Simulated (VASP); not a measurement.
A cell of Tl (hcp) near equilibrium:

```
CELL_PARAMETERS angstrom
      1.71798    -2.97563     0.00000
      1.71798     2.97563     0.00000
      0.00000     0.00000     5.56232
ATOMIC_POSITIONS crystal
  Tl 0.33333 0.66667 0.25000
  Tl 0.66667 0.33333 0.75000
```

These are PBEsol GGA, VASP's PBE PAW potentials (set 64) (plane waves; VASP) values and carry that method's errors.

```tsv
run	ΔE (meV/atom)	σxx	σyy	σzz	largest shear component, with its sign (GPa)	largest force (eV/Å)
as it is	0.0	0.73	0.73	-0.67	0.00	0.000
after one change	-1.4	-0.09	-0.09	-1.08	0.00	0.000
```
Stress is in GPa, positive when the cell is compressed.

Task: Which change was made?
A) atom 1 (Tl) moved by 0.200 Å along y
B) biaxial strain of +1.0 % in the xy plane
C) atom 2 (Tl) moved by 0.050 Å along y
D) atom 2 (Tl) moved by 0.200 Å along z

Result: B, biaxial strain of +1.0 % in the xy plane

The compound is Tl in the hcp structure.
